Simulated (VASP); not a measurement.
These are PBE GGA, VASP's PBE PAW potentials (set 64) (plane waves; VASP) values and carry that method's errors.

VASP input:

File KPOINTS:
```
Automatic mesh
0
Gamma
11 11 11
0 0 0
```

File POSCAR:
```
Si2Ni
1
    0.0000000000     2.7157780000     2.7157780000
    2.7157780000     0.0000000000     2.7157780000
    2.7157780000     2.7157780000     0.0000000000
Si Ni
2 1
Direct
  0.2500000000   0.2500000000   0.2500000000
  0.7500000000   0.7500000000   0.7500000000
  0.0000000000   0.0000000000   0.0000000000
```

**INCAR**
```
ISMEAR=0
GGA=PE   ! PBE
SIGMA=0.05   ! width (eV)
PREC=Accurate
LCHARG=F
LMAXMIX=4
EDIFF=1E-6
SYSTEM=Si2Ni
LASPH=T   ! aspherical one-centre terms
LREAL=F   ! projection in real space or not
LWAVE=F
ENCUT=300
ISIF=2   ! forces and stress, cell fixed
NELM=100
ALGO=Normal   ! blocked Davidson
```

POTCAR, in this order: Si Ni (PBE.64 set). Program: vasp_std.

At this cut-off the stress carries a Pulay error, which pulls relaxed volumes low.

Q: What does the run give for the energy per atom (σ→0), band gap (on the k-mesh)?

A: 
```
Item                                                         Value
------------------------  ----------------------------------------
energy per atom (σ→0)                               -5.788 eV/atom
band gap (on the k-mesh)  none (metal, semimetal or under 0.01 eV)
```

File OSZICAR:
```
...
DAV:   8    -0.174118769587E+02    0.64815E-01   -0.22277E+00  2132   0.244E+01    0.271E+00
DAV:   9    -0.173662059155E+02    0.45671E-01   -0.29641E-01  1755   0.108E+01    0.619E-01
DAV:  10    -0.173640576329E+02    0.21483E-02   -0.12239E-02  1914   0.232E+00    0.243E-01
DAV:  11    -0.173642208937E+02   -0.16326E-03   -0.12241E-03  1869   0.310E-01    0.526E-02
DAV:  12    -0.173642523028E+02   -0.31409E-04   -0.11717E-04  1965   0.233E-01    0.250E-02
DAV:  13    -0.173642522074E+02    0.95372E-07   -0.29179E-05  1786   0.108E-01    0.100E-02
DAV:  14    -0.173642524135E+02   -0.20614E-06   -0.30948E-06  1734   0.255E-02
   1 F= -.17364252E+02 E0= -.17363499E+02  d E =-.150744E-02
```

The structure comes from a computed database's Si2Ni entry; how it stands against other phases isn't given here. The cell was not relaxed at this level. The run is not spin-polarised, so no magnetic state was tried.
